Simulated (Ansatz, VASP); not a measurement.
ZnPt: VASP beside Ansatz

The input INCAR:

```
SYSTEM = ZnPt
PREC     = Accurate       ! precision mode
ENCUT    = 520            ! plane-wave cutoff, eV
EDIFF    = 1E-6           ! SCF threshold, eV
ISMEAR   = 0              ! smearing method
SIGMA    = 0.15           ! smearing width, eV
LREAL    = .FALSE.        ! projectors in reciprocal space
LASPH    = .TRUE.         ! aspherical terms in the spheres
NELM     = 100            ! most SCF steps
ALGO     = Normal         ! electronic algorithm
ISIF     = 2              ! what is computed and relaxed
LWAVE    = .FALSE.        ! write WAVECAR
LCHARG   = .TRUE.         ! write CHGCAR
GGA      = CA             ! functional
LELF     = .TRUE.         ! ELF
LVHAR    = .TRUE.       
NBANDS   = 18             ! bands
```

The input KPOINTS:

```
regular mesh
0
G
  16 16 14
  0 0 0
```

The input POSCAR:

```
ZnPt
1.0
    2.8640000000      0.0250600000      0.0000000000
    0.0250600000      2.8640000000      0.0000000000
    0.0000000000      0.0000000000      3.5100000000
Zn Pt
1 1
Direct
    0.5000000000      0.5000000000      0.5000000000
    0.0000000000      0.0000000000      0.0000000000
```

Input for Ansatz:

```yaml
crystal:
  lattice:
    - [2.864, 0.02506, 0.0]
    - [0.02506, 2.864, 0.0]
    - [0.0, 0.0, 3.51]
  atoms:
    - { symbol: Zn, position: [0.5, 0.5, 0.5] }
    - { symbol: Pt, position: [0.0, 0.0, 0.0] }
basis:
  ecutwfc: 420
kpoints:
  mp_grid: { grid: [16, 16, 14] }
hamiltonian:
  xc: lda
scf:
  occupations: { method: gaussian, width: 0.15 }
output:
  forces: true
  stress: true
  eigenvalues: true
```

Change from the starting cell: strain +0.0175 x Voigt [0, 0, 0, 0, 0, 1], atoms carried along.

Alike in both runs: task single point; functional LDA; k mesh 16 × 16 × 14; occupations gaussian, width 0.15 eV; no spin polarisation.

|  | VASP | Ansatz |
| --- | --- | --- |
| version | VASP 6.6.1 | Ansatz 0.2.0 |
| potentials or method | VASP PAW LDA potentials, release 64 (Zn, Pt) | scalar-relativistic, plane waves, PAW |
| plane-wave cutoff (eV) | 520 | 420 |
| valence electrons in the cell | 22 | 30 |

Ansatz gave:

```
gap on the k mesh at the Fermi level (eV)       : none
pressure (GPa)                                  : -11.0
largest component of the traceless stress (GPa) : 0.89
```

Problem. Which values does VASP return?

Solution. gap on the k mesh at the Fermi level (eV): none; pressure (GPa): -10.0; largest component of the traceless stress (GPa): 0.91.

A gap of «none» marks a metal or a gap that the smearing closes. The two sets of potentials don't hold the same shells in valence.

The runs have no spin-orbit coupling, so splittings on Pt are missing.
